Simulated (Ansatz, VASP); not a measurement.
# V (linear V chain) in two plane-wave programs

One calculation is typed for both programs; each brings its own data sets. How far apart do they land? The structure shown is the end of the Ansatz relaxation below.

Program: Ansatz 0.2.0. Level of theory: plane waves, with VASP 6.6.1 beside it; single point at PBE, single point at RPBE and single point at LDA. Results are calculated unless marked as measured.

### Step 1. Set-up

The cell holds 1 atom: 1 V. Its edges and angles: a = 7.500 Å, b = 7.500 Å, c = 2.627 Å, α = 90.0°, β = 90.0°, γ = 90.0°. Vacuum lies along a and b. The structure's axis is c.

### Step 2. Ansatz: relaxation, PBE

Ansatz runs on its default PAW (the set named soft_2) files.

This run makes the geometry at which the two programs are then compared.

Contents of input.yaml:

```yaml
crystal:
  lattice:
    - [7.5, 0.0, 0.0]
    - [0.0, 7.5, 0.0]
    - [0.0, 0.0, 2.8458]
  atoms:
    - { symbol: V, position: [0.5, 0.5, 0.0], spin: 3.0 }
magnetization:
  spin_polarized: true
kpoints:
  mp_grid: { grid: [1, 1, 29] }
scf:
  occupations: { method: fermi_dirac, width: 0.05 }
hamiltonian:
  xc: pbe
relax:
  cell: { fix: [a, b, alpha, beta, gamma] }
  max_steps: 60
```

On the command line:

```bash
ansatz run input.yaml --threads 4 --pin off --max-ram 8192MiB --backend cpu --events-out ev --progress --plain --runs-dir out
```

Numbers of over 12 decimals in the logs are rounded to 6 here.

Log:

```text
Engine: ansatz 0.2.0, aarch64-unknown-linux-gnu
Pseudopotentials: kind: paw
Pseudopotential: V, paw, valence charge 13, recommended cutoff 420 eV (normal), V.paw.azcp
Functional definition: PBE
  parameter kappa = 0.804
  parameter beta = 0.066725
  exchange = pbe_x(kappa = kappa, mu = beta*pi^2/3)
  correlation = pbe_c(beta = beta)
Crystal: 1 atoms, lattice volume = 160.076 Å³
Basis set: ecut = 420 eV, 3145 PW (Γ), exchange–correlation on 108×108×40 points (8 copies of the dense FFT grid, shifted against one another)
Bands: 12, of which v1, the nominal top of the filled ones, is band 7 counted from 1 (6 counted from 0)
Symmetry: 16 space group operations
Space group: P4/mmm (ITA 123), of the structure as read, at distance tolerance 5.4e-5 Å
Magnetic group: BNS 123.339 (UNI 999), of the structure as read, at distance tolerance 5.4e-5 Å
k-points: 15 of 29
Non-local potential: V, projectors of the file, l = 0: 3, l = 1: 2, l = 2: 3, l = 3: 1
PAW form: soft (Blöchl's): semilocal exchange-correlation on the pseudo side does not see the compensation charge
PAW one-centre angular grid: V, 590 points (default); XC on 64 Gauss nodes
Initial density: superposition of atomic densities (neutral atoms: chi_scale 0, normalization atom)
Starting moments: Σ|m| = 3 μB on 1 of 1 site
Initial wavefunctions: pseudopotential atomic-orbital guess
Functional: x = pbe(κ = 0.804, μ = 0.219515), c = pbe(β = 0.066725)
SCF iter   1: F=—  HF=-2907.732286 eV  |F-HF|=—  |Δ(HF+E_count)|=         —  Δρ=2.09e-2 (↑2.09e-2 ↓6.50e-3)  dr2=1.34e0  dr2_m=1.62e-1  M=3.734 μB ∫|m|=3.734 μB  β_m=0.30  ethr=3.10e-3  ⟨swp⟩=5.4  Hψ=1961  notcnv=0
Mixer restart at iter 1: flushing history
preconditioner: auto → LDOS  [metal: Δε(μ)=0.011 eV  Ē_g=2.988 eV  σ=0.050 eV  W_gap=0.05  n_scr=12 (ndim 8)  ℏωp=6.6 eV  f_vac=0.593  D(μ)=6.11/eV (n_scr^D=46)]
spin=Collinear: LDOS preconditioning applied to the charge; magnetization (m = ρ↑ − ρ↓) channel mixes plain (no charge-response kernel on spin).
SCF iter   2: F=—  HF=-2907.924478 eV  |F-HF|=—  |Δ(HF+E_count)|=   1.92e-1  Δρ=1.30e-2 (↑1.30e-2 ↓4.54e-3)  dr2=6.26e-1  dr2_m=6.18e-2  M=3.796 μB ∫|m|=3.796 μB  β_m=0.57  ethr=3.10e-3  ⟨swp⟩=2.1  Hψ=783  notcnv=0  defer=19
SCF iter   3: F=—  HF=-2908.293969 eV  |F-HF|=—  |Δ(HF+E_count)|=   3.69e-1  Δρ=2.94e-3 (↑2.94e-3 ↓1.75e-3)  dr2=2.31e-2  dr2_m=3.87e-3  M=3.943 μB ∫|m|=3.943 μB  β_m=0.78  ethr=3.10e-3  ⟨swp⟩=2.5  Hψ=605  notcnv=0  defer=18
SCF iter   4: F=—  HF=-2908.351843 eV  |F-HF|=—  |Δ(HF+E_count)|=         —  Δρ=7.65e-4 (↑7.65e-4 ↓3.33e-4)  dr2=7.61e-4  dr2_m=2.97e-4  M=3.999 μB ∫|m|=3.999 μB  β_m=0.78  ethr=1.78e-4  ⟨swp⟩=2.9  Hψ=751  notcnv=0  defer=18
Mixer restart at iter 4: flushing history
SCF iter   5: F=—  HF=-2908.353468 eV  |F-HF|=—  |Δ(HF+E_count)|=   1.62e-3  Δρ=4.58e-4 (↑4.58e-4 ↓1.89e-4)  dr2=4.05e-4  dr2_m=9.14e-5  M=4.010 μB ∫|m|=4.010 μB  β_m=0.89  ethr=5.86e-6  ⟨swp⟩=2.3  Hψ=647  notcnv=0  defer=22
SCF iter   6: F=—  HF=-2908.354015 eV  |F-HF|=—  |Δ(HF+E_count)|=   5.47e-4  Δρ=3.01e-4 (↑3.01e-4 ↓1.04e-4)  dr2=6.86e-5  dr2_m=4.58e-5  M=4.011 μB ∫|m|=4.011 μB  β_m=0.95  ethr=3.11e-6  ⟨swp⟩=2.4  Hψ=516  notcnv=0  defer=22
SCF iter   7: F=—  HF=-2908.354209 eV  |F-HF|=—  |Δ(HF+E_count)|=   1.93e-4  Δρ=2.98e-4 (↑2.98e-4 ↓2.08e-5)  dr2=2.86e-5  dr2_m=3.43e-5  M=4.016 μB ∫|m|=4.016 μB  β_m=0.97  ethr=5.28e-7  ⟨swp⟩=2.5  Hψ=576  notcnv=0  defer=22
SCF iter   8: F=—  HF=-2908.354286 eV  |F-HF|=—  |Δ(HF+E_count)|=   7.69e-5  Δρ=3.58e-4 (↑3.58e-4 ↓1.01e-5)  dr2=4.09e-5  dr2_m=4.91e-5  M=4.016 μB ∫|m|=4.016 μB  β_m=0.52  ethr=2.20e-7  ⟨swp⟩=2.4  Hψ=511  notcnv=0  defer=22
SCF iter   9: F=-2908.354532 eV  HF=-2908.354449 eV  |F-HF|=8.32e-5  |Δ(HF+E_count)|=   1.63e-4  Δρ=4.50e-4 (↑4.50e-4 ↓1.17e-5)  dr2=6.45e-5  dr2_m=7.75e-5  M=4.016 μB ∫|m|=4.016 μB  β_m=0.34  ethr=2.20e-7  ⟨swp⟩=2.0  Hψ=535  notcnv=0  defer=22
SCF iter  10: F=-2908.354763 eV  HF=-2908.354649 eV  |F-HF|=1.14e-4  |Δ(HF+E_count)|=   2.00e-4  Δρ=5.32e-4 (↑5.32e-4 ↓1.38e-5)  dr2=9.04e-5  dr2_m=1.09e-4  M=4.015 μB ∫|m|=4.015 μB  β_m=0.46  ethr=2.20e-7  ⟨swp⟩=2.0  Hψ=528  notcnv=0  defer=22
SCF iter  11: F=-2908.355256 eV  HF=-2908.355098 eV  |F-HF|=1.58e-4  |Δ(HF+E_count)|=   4.49e-4  Δρ=6.04e-4 (↑6.04e-4 ↓1.87e-5)  dr2=1.18e-4  dr2_m=1.41e-4  M=4.015 μB ∫|m|=4.015 μB  β_m=0.53  ethr=2.20e-7  ⟨swp⟩=2.0  Hψ=566  notcnv=0  defer=22
SCF iter  12: F=-2908.356110 eV  HF=-2908.355995 eV  |F-HF|=1.15e-4  |Δ(HF+E_count)|=   8.97e-4  Δρ=4.99e-4 (↑4.99e-4 ↓3.15e-5)  dr2=9.90e-5  dr2_m=9.97e-5  M=4.012 μB ∫|m|=4.013 μB  β_m=0.92  ethr=2.20e-7  ⟨swp⟩=2.2  Hψ=586  notcnv=0  defer=22
SCF iter  13: F=-2908.356007 eV  HF=-2908.355388 eV  |F-HF|=6.20e-4  |Δ(HF+E_count)|=   6.08e-4  Δρ=1.23e-3 (↑1.23e-3 ↓6.79e-5)  dr2=7.52e-4  dr2_m=5.31e-4  M=4.006 μB ∫|m|=4.006 μB  β_m=0.76  ethr=2.20e-7  ⟨swp⟩=3.2  Hψ=781  notcnv=0  defer=24  recentre
[...]
SCF iter   7: F=—  HF=-2908.396773 eV  |F-HF|=—  |Δ(HF+E_count)|=   2.23e-7  Δρ=5.20e-6 (↑5.20e-6 ↓1.32e-6)  dr2=1.72e-8  dr2_m=1.09e-8  M=4.015 μB ∫|m|=4.015 μB  β_m=0.92  ethr=8.85e-9  ⟨swp⟩=3.0  Hψ=583  notcnv=0
SCF iter   8: F=-2908.396773 eV  HF=-2908.396773 eV  |F-HF|=2.22e-9  |Δ(HF+E_count)|=   3.76e-8  Δρ=4.24e-6 (↑4.24e-6 ↓1.71e-6)  dr2=1.23e-8  dr2_m=9.78e-9  M=4.015 μB ∫|m|=4.015 μB  ethr=1.33e-10  ⟨swp⟩=1.8  Hψ=1119  notcnv=0
SCF 2 converged in 8 iterations: F = -2908.396773 eV  dr2 = 1.23e-8
relax step   2: F+E_penalty+E_count = -2908.39677343 eV  Δ(F+E_penalty+E_count) = -4.036e-2 eV  max|allowed force component| = 0.000e0 eV/Å  Δτ_max = 0.0000 Å  P = -0.545 GPa  Ω = 155.567 Å³  energy of the carried Pulay correction = +1.513e-4 eV  fix = [a, b, alpha, beta, gamma]  reactions: a -0.224, b -0.224 GPa  (8 SCF iters, dr2 threshold 1.00e-7 eV, accepted)
[...]
relax step   3: F+E_penalty+E_count = -2908.42848868 eV  Δ(F+E_penalty+E_count) = -3.172e-2 eV  max|allowed force component| = 0.000e0 eV/Å  Δτ_max = 0.0000 Å  P = -0.149 GPa  Ω = 147.764 Å³  energy of the carried Pulay correction = +4.227e-4 eV  fix = [a, b, alpha, beta, gamma]  reactions: a -0.214, b -0.214 GPa  (10 SCF iters, dr2 threshold 1.00e-7 eV, accepted)
[...]
relax step   4: F+E_penalty+E_count = -2908.42798711 eV  Δ(F+E_penalty+E_count) = +5.016e-4 eV  max|allowed force component| = 0.000e0 eV/Å  Δτ_max = 0.0000 Å  P = -0.147 GPa  Ω = 147.764 Å³  fix = [a, b, alpha, beta, gamma]  reactions: a -0.213, b -0.213 GPa  stress off target by 1.70e-2 GPa on what of the cell is left free  SCF on the basis re-selected at this cell (its energy is not comparable with the rows above)  (8 SCF iters)
basis re-selected at this cell: Δ(F+E_penalty+E_count) = +5.016e-4 eV, ΔP = +0.001 GPa vs the last step (what re-selecting the basis moved, of the pressure what is left beyond the Pulay correction that the steps carried, after the strain that the cell walked since its last selection, with what the two solves' SCF thresholds leave and, on support functions, any second-order correction that the steps lacked; it is no measure of the basis error at this ecutwfc). The dense FFT grid was sized anew with the basis: this SCF ran on 54×54×18 points, the steps before it on 54×54×20, so part of this shift can come from that change (see relax.cell in the input reference). [rest of the remark cut]
SCF converged after 8 iterations
Magnetization: 4.0555 μB (8.5277 up, 4.4723 down)
Absolute magnetization: 4.0555 μB (∫|ρ↑−ρ↓|, with the PAW one-centre terms)
Spin contamination: 0.0014 ħ² per cell (⟨S²⟩ above its minimum at these occupations)
Per-site moments (μB) at R_I (Å): [(2.959640, 1.083600)]
Free energy (F): -2908.427987 eV
Harris-Foulkes:  -2908.427987 eV  (|F-HF|=9.09e-13)
Internal energy: -2908.397512 eV  (E = F + TS)
E sigma→0 (E₀):  -2908.412750 eV
Entropy (-TS):   -0.030475 eV (-30.475 meV/atom)
Fermi energy:    -1.616702 eV
--- Per-component energies (eV) ---
  E_band       = -376.087953
  E_kinetic    = 331.556035
  E_local      = -2914.551316  (includes V_loc(G=0)·N_el)
  E_nonlocal   = -35.700664
  E_hartree    = 1303.696142
  E_xc         = -125.423930
  E_vxc        = -158.558262  (∫ρ·V_xc dr)
  E_paw        = -1118.383276  (= ΣΔE_a)
  E_vpaw       = -206.226239  (= ΣTr[D̂ρ^β])
  E_aug_tail   = 0.000271  (compensation charges beyond the density's cutoff)
  E_ewald      = -349.590775
  E_smearing   = -0.030475  (= −TS)
  E_closure    = 0.000000  (closes the sum)
  Σ components = -2908.427987   (vs F -2908.427987, Δ=0.00e0)
--- Forces (eV/Å), atoms counted from 1 ---
  atom   1  V      0.00000000     0.00000000     0.00000000
  max |Σ_I F_I| component: 2.02e-28 eV/Å
--- Stress (GPa, compression-positive) ---
       -0.212637       0.000000       0.000000
        0.000000      -0.212637       0.000000
        0.000000       0.000000      -0.017020
  P = ⅓ Tr σ = -0.1474 GPa (-1.474 kbar)
--- Relaxed structure (3 steps of the walk, 3 accepted, 1 SCFs on fresh bases) ---
  F+E_penalty+E_count = -2908.42798711 eV   max|allowed force component| = 0.000e0 eV/Å   (the final SCF, on the basis selected at the relaxed cell)
  cell:  # Å, volume = 147.7636 Å³
    - [7.5, 0.0, 0.0]
    - [0.0, 7.5, 0.0]
    - [0.0, 0.0, 2.626909]
  atoms:
    - { symbol: V, position: [0.5, 0.5, 0.0] }
```

Reading the cycles: dr2 is the Hartree energy of the density residual (eV), the measure of convergence; HF is the Harris–Foulkes estimate of the energy, which meets the free energy F at convergence.

### Step 3. VASP: single point, PBE

The same cell, functional, mesh and smearing now go to VASP, with its own data sets.

Lines of VASP's logs that name or quote its potential files are left out, and so is its time.

Contents of INCAR:

```
SYSTEM = V
PREC = Accurate
ENCUT = 500
EDIFF = 1E-06
NELM = 200
ISMEAR = -1
SIGMA = 0.05
LREAL = .FALSE.
ALGO = Normal
GGA = PE
NBANDS = 15
ISPIN = 2
MAGMOM = 2.96
LASPH = .TRUE.
LMAXMIX = 4
LORBIT = 11
LWAVE = .FALSE.
LCHARG = .FALSE.
ISIF = 2
GGA_COMPAT = .FALSE.
KPAR = 2
```

Contents of POSCAR:

```
V
1.0
    7.5000000000      0.0000000000      0.0000000000
    0.0000000000      7.5000000000      0.0000000000
    0.0000000000      0.0000000000      2.6269089113
V
1
Direct
    0.5000000000      0.5000000000      0.0000000000
```

Contents of KPOINTS:

```
Automatic mesh
0
Gamma
1 1 29
0 0 0
```

PAW data sets: V_sv (PBE family, release 64).

On the command line:

```bash
mpirun -np 2 vasp_std
```

Log:

```text
[banner, memory and clock lines left out]
running    2 mpi-ranks, on    1 nodes
 distrk:  each k-point on    1 cores,    2 groups
 distr:  one band on    1 cores,    1 groups

 POSCAR found type information on POSCAR V
 POSCAR found :  1 types and       1 ions
 LDA part: xc-table for (Slater+PW92), standard interpolation
 POSCAR, INCAR and KPOINTS ok, starting setup
 FFT: planning ... GRIDC
 FFT: planning ... GRID_SOFT
 FFT: planning ... GRID
 WAVECAR not read
 entering main loop
       N       E                     dE             d eps       ncg     rms          rms(c)
DAV:   1     0.672215595889E+02    0.67222E+02   -0.72897E+03  1180   0.596E+02
DAV:   2    -0.333398506996E+01   -0.70556E+02   -0.66497E+02   977   0.181E+02
DAV:   3    -0.470751190753E+01   -0.13735E+01   -0.12898E+01  1112   0.286E+01
DAV:   4    -0.471859660894E+01   -0.11085E-01   -0.11080E-01   963   0.276E+00
DAV:   5    -0.471874967821E+01   -0.15307E-03   -0.15306E-03  1131   0.329E-01    0.413E+00
DAV:   6    -0.486052929667E+01   -0.14178E+00   -0.96641E-01   942   0.700E+00    0.340E+00
DAV:   7    -0.491106528493E+01   -0.50536E-01   -0.95196E-02   914   0.254E+00    0.119E+00
DAV:   8    -0.500213747291E+01   -0.91072E-01   -0.71140E-02   900   0.171E+00    0.875E-01
DAV:   9    -0.503331092992E+01   -0.31173E-01   -0.29053E-02   900   0.122E+00    0.223E-01
DAV:  10    -0.503408196539E+01   -0.77104E-03   -0.26051E-03   900   0.404E-01    0.108E-01
DAV:  11    -0.503440653117E+01   -0.32457E-03   -0.50024E-04   907   0.143E-01    0.608E-02
DAV:  12    -0.503462461710E+01   -0.21809E-03   -0.16327E-04   914   0.773E-02    0.445E-02
DAV:  13    -0.503480851027E+01   -0.18389E-03   -0.15221E-04   907   0.932E-02    0.397E-02
DAV:  14    -0.503490026372E+01   -0.91753E-04   -0.10118E-04   907   0.600E-02    0.413E-02
[...]
DAV:  19    -0.503464635091E+01   -0.84065E-03   -0.25955E-04   900   0.119E-01    0.179E-02
DAV:  20    -0.503489018583E+01   -0.24383E-03   -0.46573E-04   907   0.115E-01    0.875E-03
DAV:  21    -0.503496022135E+01   -0.70036E-04   -0.37283E-04   900   0.117E-01    0.308E-03
DAV:  22    -0.503495292099E+01    0.73004E-05   -0.12694E-04   900   0.492E-02    0.175E-03
DAV:  23    -0.503493327176E+01    0.19649E-04   -0.41015E-05   942   0.264E-02    0.106E-03
DAV:  24    -0.503496156618E+01   -0.28294E-04   -0.98351E-05   900   0.314E-02    0.677E-04
DAV:  25    -0.503496480545E+01   -0.32393E-05   -0.78784E-06   945   0.115E-02    0.203E-04
DAV:  26    -0.503496508296E+01   -0.27750E-06   -0.12355E-06   854   0.451E-03
   1 F= -.50349651E+01 E0= -.50188678E+01  d E =-.321946E-01  mag=     4.0577
```

From OUTCAR (step 3):

```text
ion  position               nearest neighbor table
   1  0.500  0.500  0.000-

  LATTYP: Found a simple tetragonal cell.
 ALAT       =     7.5000000000
 C/A-ratio  =     0.3502545215

 Subroutine GETGRP returns: Found 16 space group operations
 (whereof 16 operations were pure point group operations)

The static configuration has the point symmetry D_4h.

 Found     15 irreducible k-points:

   k-points           NKPTS =     15   k-points in BZ     NKDIM =     15   number of bands    NBANDS=     15

   dimension x,y,z NGX =    56 NGY =   56 NGZ =   20
   dimension x,y,z NGXF=   112 NGYF=  112 NGZF=   40

   ENCUT  =  500.0 eV  36.75 Ry    6.06 a.u.  13.67 13.67  4.79*2*pi/ulx,y,z

   NELECT =      13.0000    total number of electrons

 k-points in reciprocal lattice and weights: Automatic mesh
   0.00000000  0.00000000  0.00000000       0.034
   0.00000000  0.00000000  0.03448276       0.069
   0.00000000  0.00000000  0.06896552       0.069
   0.00000000  0.00000000  0.10344828       0.069
   0.00000000  0.00000000  0.13793103       0.069
   0.00000000  0.00000000  0.17241379       0.069
   0.00000000  0.00000000  0.20689655       0.069
   0.00000000  0.00000000  0.24137931       0.069
   0.00000000  0.00000000  0.27586207       0.069
[...]
0.00000000  0.00000000  0.44827586       0.069
   0.00000000  0.00000000  0.48275862       0.069

 average (electrostatic) potential at core
       1 -81.8028

 E-fermi :  -2.2404

 spin component 1
 k-point     1 :       0.0000    0.0000    0.0000
  band No.  band energies     occupation
    ...
      4     -40.8189      1.00000
      5      -5.7625      1.00000
      6      -3.6460      1.00000
      7      -2.8940      1.00000
      8      -2.8467      0.99999
      9      -1.3201      0.00000
     10      -1.3201      0.00000
     11      -1.0923      0.00000
     12      -1.0923      0.00000
     13       1.0139      0.00000
    ...

 k-point     2 :       0.0000    0.0000    0.0345
  band No.  band energies     occupation
    ...
      4     -40.8256      1.00000
      5      -5.7227      1.00000
      6      -3.6282      1.00000
      7      -2.8861      1.00000
      8      -2.8391      0.99999
      9      -1.4955      0.00000
     10      -1.4955      0.00000
     11      -0.9134      0.00000
     12      -0.9134      0.00000
     13       1.0377      0.00000
    ...

 k-point     3 :       0.0000    0.0000    0.0690
  band No.  band energies     occupation
    ...
      4     -40.8451      1.00000
      5      -5.6039      1.00000
      6      -3.5750      1.00000
      7      -2.8629      1.00000
      8      -2.8168      0.99999
      9      -1.7489      0.00005
     10      -1.7489      0.00005
     11      -0.6481      0.00000
     12      -0.6481      0.00000
     13       1.1088      0.00000
    ...

 k-point     4 :       0.0000    0.0000    0.1034
  band No.  band energies     occupation
    ...
      4     -40.8765      1.00000
      5      -5.4083      1.00000
      6      -3.4878      1.00000
      7      -2.8253      0.99999
      8      -2.7806      0.99998
      9      -2.0083      0.00956
     10      -2.0083      0.00956
     11      -0.3637      0.00000
     12      -0.3637      0.00000
     13       1.2274      0.00000
    ...

 k-point     5 :       0.0000    0.0000    0.1379
  band No.  band energies     occupation
    ...
      6      -3.3687      1.00000
      7      -2.7750      0.99998
      8      -2.7320      0.99995
      9      -2.2669      0.62952
     10      -2.2669      0.62952
     11      -0.0605      0.00000
     12      -0.0605      0.00000
     13       1.3936      0.00000
     14       2.3545      0.00000
     15       4.2785      0.00000

 k-point     6 :       0.0000    0.0000    0.1724
  band No.  band energies     occupation
    ...
      6      -3.2207      1.00000
      7      -2.7139      0.99992
      8      -2.6730      0.99983
      9      -2.5205      0.99632
     10      -2.5205      0.99632
     11       0.2656      0.00000
     12       0.2656      0.00000
     13       1.6076      0.00000
     14       2.5636      0.00000
     15       4.4718      0.00000

  Total       -0.2141531     -0.2141531     -0.0256433      0.0000000     -0.0000000      0.0000000
  in kB       -2.3220275     -2.3220275     -0.2780457      0.0000000     -0.0000000      0.0000000
  external PRESSURE =      -1.6407002 kB  Pullay stress =       0.0000000 kB

  energy-cutoff  :      500.00
  volume of cell :      147.76
      direct lattice vectors                 reciprocal lattice vectors
     7.500000000  0.000000000  0.000000000     0.133333333  0.000000000  0.000000000
     0.000000000  7.500000000  0.000000000     0.000000000  0.133333333  0.000000000
     0.000000000  0.000000000  2.626908911     0.000000000  0.000000000  0.380675552

 POSITION                                       TOTAL-FORCE (eV/Angst)
 -----------------------------------------------------------------------------------
      3.75000      3.75000      0.00000         0.000000      0.000000      0.000000
 -----------------------------------------------------------------------------------
    total drift:                                0.000000      0.000000      0.000000

  FREE ENERGIE OF THE ION-ELECTRON SYSTEM (eV)
  ---------------------------------------------------
  free  energy   TOTEN  =        -5.0349650830 eV

  energy  without entropy=       -5.0027704555  energy(sigma->0) =       -5.01886777

 total charge
# of ion       s       p       d       tot
------------------------------------------
    1        2.296   6.006   3.110  11.412

 magnetization (x)
# of ion       s       p       d       tot
------------------------------------------
    1        0.077   0.044   2.989   3.109

[... 6 further parts left out ...]
```

The cell holds one magnetic atom, so no antiferromagnetic order fits into it.

### Step 4. Side by side

Known differences besides the potentials themselves: VASP starts from the moments at which Ansatz ended; the cutoff is 420 eV in Ansatz and 500 eV in VASP; Ansatz's pressure holds a Pulay correction, VASP's none; site moments are counted in spheres of each program's own size. Total energies have different zeros and are not compared.

Both answers:

```csv
quantity,Ansatz,VASP,difference
pressure (GPa),-0.15,-0.16,+0.02
total moment (μB),4.06,4.06,0.00
moment on V1 (μB),2.96,3.11,-0.15
```

### Step 5. Ansatz: relaxation, RPBE

This run makes the geometry at which the two programs are then compared. The cell compared in this pair holds 149.93 Å³, against 147.76 Å³ for the pair before.

The structure compared here is the end of the Ansatz relaxation.

Changes to input.yaml since step 2:

```diff
@@ -14,3 +14,3 @@
 hamiltonian:
-  xc: pbe
+  xc: rpbe
 relax:
```

On the command line:

```bash
ansatz run input.yaml --threads 4 --pin off --max-ram 8192MiB --backend cpu --events-out ev --progress --plain --runs-dir out
```

Log:

```text
[...]
Crystal: 1 atoms, lattice volume = 160.076 Å³
Basis set: ecut = 420 eV, 3145 PW (Γ), exchange–correlation on 108×108×40 points (8 copies of the dense FFT grid, shifted against one another)
Bands: 12, of which v1, the nominal top of the filled ones, is band 7 counted from 1 (6 counted from 0)
Symmetry: 16 space group operations
[...]
-0.208573       0.000000       0.000000
        0.000000      -0.208573       0.000000
        0.000000       0.000000       0.005478
  P = ⅓ Tr σ = -0.1372 GPa (-1.372 kbar)
--- Relaxed structure (4 steps of the walk, 4 accepted, 1 SCFs on fresh bases) ---
[...]
cell:  # Å, volume = 149.9327 Å³
    - [7.5, 0.0, 0.0]
    - [0.0, 7.5, 0.0]
    - [0.0, 0.0, 2.665470]
  atoms:
    - { symbol: V, position: [0.5, 0.5, 0.0] }
[key lines of the parts left out:]
SCF converged after 9 iterations
Magnetization: 4.0763 μB (8.5382 up, 4.4618 down)
Free energy (F): -2913.251261 eV
Fermi energy:    -1.566780 eV
```

(Continued in part 2 of 2.)

[Lines on the potential files, build, host, timing and source positions are cut from VASP's logs without a mark.]

[Logs are printed without paths, hosts, clocks, repeated set-up lines and the standing remarks that a program may print on its own settings, such as how far it seeks lower states.]

[Hosts, paths, dates, database ids (printed as entryN), source tags and the programs' standing remarks are cut or masked in the printed files.]
